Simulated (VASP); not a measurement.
Input:

```
CELL_PARAMETERS angstrom
      1.53702    -2.66220     0.00000
      1.53702     2.66220     0.00000
      0.00000     0.00000     3.47678
ATOMIC_POSITIONS crystal
  Mg 0.00000 0.00000 0.00000
  B  0.33333 0.66667 0.50000
  B  0.66667 0.33333 0.50000
```

Method: r2SCAN+rVV10, VASP's PBE PAW potentials (set 64) (plane waves; VASP). Run with 520 eV cut-off, 13×13×10 Γ-centred mesh, tetrahedra with Blöchl corrections, potentials Mg B.

**Question.** Give the energies of bands 1 to 6 at the high-symmetry points, in eV from the Fermi level.

**Answer.** 
| band | Γ | M | K | A | L | H |
|---|---|---|---|---|---|---|
| 1 | -13.29 | -9.22 | -7.85 | -11.95 | -8.16 | -6.88 |
| 2 | -3.02 | -8.34 | -7.85 | -7.78 | -7.38 | -6.88 |
| 3 | 0.40 | -2.33 | -6.15 | 0.83 | -3.77 | -5.46 |
| 4 | 0.40 | 0.31 | 2.01 | 0.83 | -2.01 | -2.12 |
| 5 | 2.21 | 3.44 | 2.01 | 6.98 | -1.22 | -2.12 |
| 6 | 6.65 | 4.13 | 6.87 | 6.98 | 6.13 | 4.27 |

It has no gap at this level: it comes out as a metal or semimetal.

The compound is MgB2 in the AlB2 type structure. It was relaxed first.
